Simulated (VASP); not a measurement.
Data:

```xyz
5
Lattice="3.9925 0.0000 0.0000 0.0000 3.9925 0.0000 0.0000 0.0000 3.9925" Properties=species:S:1:pos:R:3 pbc="T T T"
K      0.0000     0.0000     0.0000
Zn     1.9962     1.9962     1.9962
F      1.9962     0.0000     1.9962
F      0.0000     1.9962     1.9962
F      1.9962     1.9962     0.0000
```

These are SCAN meta-GGA, VASP's PBE PAW potentials (set 64) (plane waves; VASP) values and carry that method's errors. Settings: 520 eV cut-off, 6×6×6 Γ-centred mesh, Gaussian smearing of 0.050 eV, potentials K_sv Zn F.

### Question
The job: KZnF₃ (cubic perovskite), 5 atoms, SCAN, static run, 520 eV, 6×6×6 Γ-centred mesh. Roughly how much core time does it take on a busy server core?

### Answer
About 2 core-minutes (one run on a shared machine, a rough figure). It had 20 irreducible k-points, 25 bands, up to 1743 plane waves and 26 electronic steps.

The compound is KZnF3 in the cubic perovskite structure. This cell is one point of a volume scan, at 0.97 of the reference volume.
